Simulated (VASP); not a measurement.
Output of a VASP run:

### OSZICAR
```
       N       E                     dE             d eps       ncg     rms          rms(c)
DAV:   1     0.122512880214E+03    0.12251E+03   -0.11859E+04  2591   0.203E+03
DAV:   2    -0.331722529815E+01   -0.12583E+03   -0.12235E+03  2674   0.344E+02
DAV:   3    -0.729457361697E+01   -0.39773E+01   -0.39680E+01  3010   0.697E+01
DAV:   4    -0.731946667581E+01   -0.24893E-01   -0.24900E-01  2933   0.487E+00
DAV:   5    -0.731974430483E+01   -0.27763E-03   -0.27764E-03  3080   0.518E-01    0.988E+00
DAV:   6    -0.680659796915E+01    0.51315E+00   -0.17147E+00  2590   0.160E+01    0.603E+00
DAV:   7    -0.677058304939E+01    0.36015E-01   -0.40816E-02  3545   0.448E+00    0.309E+00
DAV:   8    -0.675930898818E+01    0.11274E-01   -0.97988E-03  2984   0.120E+00    0.128E-01
DAV:   9    -0.675931475025E+01   -0.57621E-05   -0.40878E-04  2898   0.280E-01    0.636E-02
DAV:  10    -0.675931143320E+01    0.33171E-05   -0.35777E-05  3199   0.102E-01    0.162E-02
DAV:  11    -0.675931003812E+01    0.13951E-05   -0.71526E-06  3017   0.678E-02    0.269E-03
DAV:  12    -0.675931006791E+01   -0.29789E-07   -0.13748E-07  1819   0.921E-03
   1 F= -.67593101E+01 E0= -.67593101E+01  d E =0.000000E+00
```

### OUTCAR
```
------------------------ aborting loop because EDIFF is reached ----------------------------------------
  FORCE on cell =-STRESS in cart. coord.  units (eV):
  Direction    XX          YY          ZZ          XY          YZ          ZX
  --------------------------------------------------------------------------------------
  Total       -0.0183201     -0.0183201     -0.0183201      0.0000000      0.0000000     -0.0000000
  in kB       -0.9850409     -0.9850409     -0.9850409      0.0000000      0.0000000     -0.0000000
  external PRESSURE =      -0.9850409 kB  Pullay stress =       0.0000000 kB
  volume of cell :       29.80
      direct lattice vectors                 reciprocal lattice vectors
     3.100237681  0.000000000  0.000000000     0.322555914  0.000000000  0.000000000
     0.000000000  3.100237681  0.000000000     0.000000000  0.322555914  0.000000000
     0.000000000  0.000000000  3.100237681     0.000000000  0.000000000  0.322555914
 POSITION                                       TOTAL-FORCE (eV/Angst)
 -----------------------------------------------------------------------------------
      1.55012      1.55012      1.55012         0.000000      0.000000      0.000000
      0.00000      0.00000      0.00000         0.000000      0.000000      0.000000
 -----------------------------------------------------------------------------------
    total drift:                                0.000000      0.000000     -0.000000
  FREE ENERGIE OF THE ION-ELECTRON SYSTEM (eV)
  ---------------------------------------------------
  free  energy   TOTEN  =        -6.7593100679 eV

  energy  without entropy=       -6.7593100679  energy(sigma->0) =       -6.75931007

 total charge

# of ion       s       p       d       tot
------------------------------------------
    1        0.541   0.494   9.778  10.814
    2        0.633   0.429   8.713   9.775
--------------------------------------------------
tot          1.175   0.923  18.491  20.589
```
(Selected blocks of OUTCAR.)

File POSCAR:
```
AuZn
1
    3.1002376806     0.0000000000     0.0000000000
    0.0000000000     3.1002376806     0.0000000000
    0.0000000000     0.0000000000     3.1002376806
Zn Au
1 1
Direct
  0.5000000000   0.5000000000   0.5000000000
  0.0000000000   0.0000000000   0.0000000000
```

**Question.** Reconstruct the remaining input files.

**Answer.** One answer among several that fit: the input of the run itself, LDA (Ceperley-Alder, Perdew-Zunger), plane waves, VASP's LDA PAW potentials (set 64).

**INCAR**
```
SYSTEM=AuZn
PREC=Accurate; ENCUT=520; LREAL=.FALSE.
LASPH=.TRUE.
EDIFF=1E-7; NELM=100; ALGO=Normal
LMAXMIX=6
ISMEAR=-5
ISIF=2
LWAVE=.FALSE.; LCHARG=.TRUE.; LORBIT=11
NEDOS=601
```

File KPOINTS:
```
kpoints
0
G
 13 13 13
0 0 0
```

POTCAR, in this order: Zn Au (LDA.64 set). Program: vasp_std.

For a metal the tetrahedron method with Blöchl corrections gives inexact stress and forces.

The compound is AuZn in the CsCl type structure. It was relaxed first. The electron count is odd and the run is not spin-polarised, which forces a metal.
